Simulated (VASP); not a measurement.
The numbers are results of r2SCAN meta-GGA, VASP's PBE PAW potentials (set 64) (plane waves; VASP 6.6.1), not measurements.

Input for VASP

### POSCAR
```
CaO(110) slab
1.0
  3.4011840000   0.0000000000   0.0000000000
  0.0000000000   4.8100000000   0.0000000000
  0.0000000000   0.0000000000  25.2035510000
Ca O
6 6
Cart
  0.0000000000   0.0000000000   8.4512762880
  1.7005920000   2.4050000000   9.9849973704
  0.0000000000   0.0000000000  11.7780087746
  1.7005920000   2.4050000000  13.4255422254
  0.0000000000   0.0000000000  15.2185536296
  1.7005920000   2.4050000000  16.7522747120
  1.7005920000   0.0000000000   9.9571470382
  0.0000000000   2.4050000000   8.4923220905
  1.7005920000   0.0000000000  13.3983055291
  0.0000000000   2.4050000000  11.8052454709
  1.7005920000   0.0000000000  16.7112289095
  0.0000000000   2.4050000000  15.2464039618
```

INCAR:
```
SYSTEM = CaO(110) slab
PREC = Normal; ENCUT = 450; LREAL = .FALSE.
LASPH = .TRUE.
EDIFF = 1E-6; NELM = 100; NELMIN = 4
ALGO = Normal; LMIXTAU = .TRUE.
ISMEAR = 0; SIGMA = 0.05
METAGGA = R2SCAN
LWAVE = .FALSE.; LCHARG = .FALSE.; LORBIT = 11
LVHAR = .TRUE.
DIPOL = 0.5 0.5 0.5
LDIPOL = .TRUE.; IDIPOL = 3
```

**KPOINTS**
```
Automatic
0
Gamma
6 4 1
0 0 0
```

POTCAR, in this order: Ca_sv O (PBE.64 set). Program: vasp_std. Read from the step before: WAVECAR.

Problem. Predict the energy per atom (σ→0), band gap (on the k-mesh).

Solution. 
```json
{
 "energy per atom (σ→0)": "-9.442 eV/atom",
 "band gap (on the k-mesh)": "2.65 eV"
}
```

**OSZICAR**
```
...
DAV:  12    -0.113304785724E+03   -0.76244E-05   -0.13389E-07   801   0.217E-03    0.200E-04
DAV:  13    -0.113304825819E+03   -0.40095E-04   -0.44987E-07   873   0.409E-03    0.318E-04
DAV:  14    -0.113304869824E+03   -0.44005E-04   -0.69481E-07   889   0.509E-03    0.471E-04
DAV:  15    -0.113304838323E+03    0.31501E-04   -0.65829E-07   889   0.471E-03    0.358E-04
DAV:  16    -0.113304837101E+03    0.12216E-05   -0.91299E-08   793   0.171E-03    0.356E-04
DAV:  17    -0.113304828936E+03    0.81651E-05   -0.77298E-08   792   0.170E-03    0.351E-04
DAV:  18    -0.113304829546E+03   -0.60971E-06   -0.39226E-08   792   0.105E-03
   1 F= -.11330483E+03 E0= -.11330483E+03  d E =-.108425E-13
```

The cell is a thin slab with vacuum, built from CaO (rock salt): (110) face.
